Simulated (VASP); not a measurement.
Energy against volume of Tb (hcp). Computed with vdW-DF-cx, VASP's PBE PAW potentials (set 64) (plane waves; VASP). Numerical set-up: 520 eV cut-off, 12×12×7 Γ-centred mesh, first-order Methfessel-Paxton smearing of 0.10 eV, potentials Tb_3.

The 4f electrons are frozen in the core of the lanthanide potential, so 4f levels, which can set the real gap, and their magnetism are missing.

Shape and ions are relaxed at each volume.

```tsv
V (Å³/atom)	E (eV/atom)
28.747	-2.20299
29.665	-2.21307
30.582	-2.21533
31.500	-2.21087
```

**Question.** Fit these four points and predict the energy of the run at 32.417 Å³/atom.

**Answer.** A cubic in V^(−2/3), the third-order Birch-Murnaghan form, passes through the four points with V0 = 30.41 Å³/atom and B0 = 40 GPa, and gives -2.2006 eV/atom there. The run gave -2.2003 eV/atom, +0.3 meV/atom from the fit; all five points give B0 = 40 GPa.

The compound is Tb in the hcp structure. It was relaxed first.
